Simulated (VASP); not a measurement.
Here is the system:

```
CELL_PARAMETERS angstrom
      0.00000     3.44466     3.44466
      3.44466     0.00000     3.44466
      3.44466     3.44466     0.00000
ATOMIC_POSITIONS crystal
  Sr 0.00000 0.00000 0.00000
  Cl 0.25000 0.25000 0.25000
  Cl 0.75000 0.75000 0.75000
```

Computed with r2SCAN+rVV10, VASP's PBE PAW potentials (set 64) (plane waves; VASP 6.6.1). Run with 520 eV cut-off, 6×6×6 Γ-centred mesh, Gaussian smearing of 0.050 eV, potentials Sr_sv Cl.

Q: Estimate the energy per atom (σ→0), pressure, band gap (on the k-mesh) with the smallest direct gap where there is one.

A: 
- band gap (on the k-mesh) = 5.87 eV
- smallest direct gap (on the k-mesh) = 5.87 eV
- energy per atom (σ→0) = -11.677 eV/atom
- pressure = 12.5 kbar

Only differences to runs with the same potentials and settings are physical.

The compound is SrCl2 in the fluorite structure. This cell is one point of a volume scan, at 0.97 of the reference volume.
